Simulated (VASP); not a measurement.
Set up this calculation in VASP 6.6.1, as the native input.

* Task: relaxation of cell and atoms
* Functional: vdW-DF-cx
* Potentials or basis: VASP PAW PBE potentials, release 64 (Hf_pv, In_d, Si, O)
* Cutoff: 600 eV
* k mesh: 6 × 6 × 4
* Occupations: fermi-dirac, width 0.05 eV
* Spin: no spin polarisation
* Further INCAR settings: ALGO = Fast; EDIFF = 1e-07; IBRION = 2; EDIFFG = -0.01; NSW = 40; ISIF = 3

The structure of HfIn4SiO6 lies in POSCAR:

```
HfIn4SiO6
1.0
    2.7158500000     -4.7035700000      0.0083300000
    2.7158500000      4.7035700000      0.0083300000
   -1.8791500000      0.0000000000      7.4012700000
Hf In Si O
1 4 1 6
Direct
    0.7883500000      0.2116500000      0.0000000000
    0.6217500000      0.3782500000      0.5000000000
    0.4550200000      0.5449800000      0.0000000000
    0.2840700000      0.7159300000      0.5000000000
    0.9581400000      0.0418600000      0.5000000000
    0.1216800000      0.8783200000      0.0000000000
    0.0621900000      0.1141500000      0.8666600000
    0.8858500000      0.9378100000      0.1333400000
    0.7949000000      0.5378400000      0.8666300000
    0.4621600000      0.2051000000      0.1333700000
    0.1535200000      0.6287900000      0.1333300000
    0.3712100000      0.8464800000      0.8666700000
```

The cell was built by a generator and needn't be a form met in nature.

The input as run:

INCAR

```
PREC = Accurate
ENCUT = 600
EDIFF = 1E-7
ISMEAR = -1
SIGMA = 0.05
LREAL = False
LASPH = True
NELM = 60
ALGO = Fast
ISIF = 3
LWAVE = False
LCHARG = False
GGA = CX
LUSE_VDW = True
AGGAC = 0.0
IBRION = 2
NSW = 40
EDIFFG = -0.01
KPAR = 4
```

KPOINTS

```
Automatic mesh
0
Gamma
  6 6 4
```

Potentials or basis: VASP PAW PBE potentials, release 64 (Hf_pv, In_d, Si, O).

Command:

```console
$ cat potpaw_PBE.64/Hf_pv/POTCAR potpaw_PBE.64/In_d/POTCAR potpaw_PBE.64/Si/POTCAR potpaw_PBE.64/O/POTCAR > POTCAR
$ mpirun -np 4 vasp_std > vasp.out
```

It gave:

The relaxed volume is 15.02 Å³/atom and the relaxed cell is a = 5.380 Å, b = 5.380 Å, c = 7.419 Å, α = 97.15°, β = 97.15°, γ = 119.93°. The space group after relaxing (to 0.05 Å) is C2 (No. 5). The energy gained by relaxing is 9.1 meV/atom and the ionic steps are 10. The pressure after relaxing is 0.0 GPa, the largest force after relaxing is 0.007 eV/Å and the band gap on the k mesh is none (metal or under the smearing width).

Caveat: the PAW data sets were made with another functional, which shifts forces and pressure a little.

Wall time 55 min on 4 MPI ranks on Intel(R) Xeon(R) 6975P-C (Granite Rapids), with other jobs on the host, peak memory 1.5 GiB a rank.
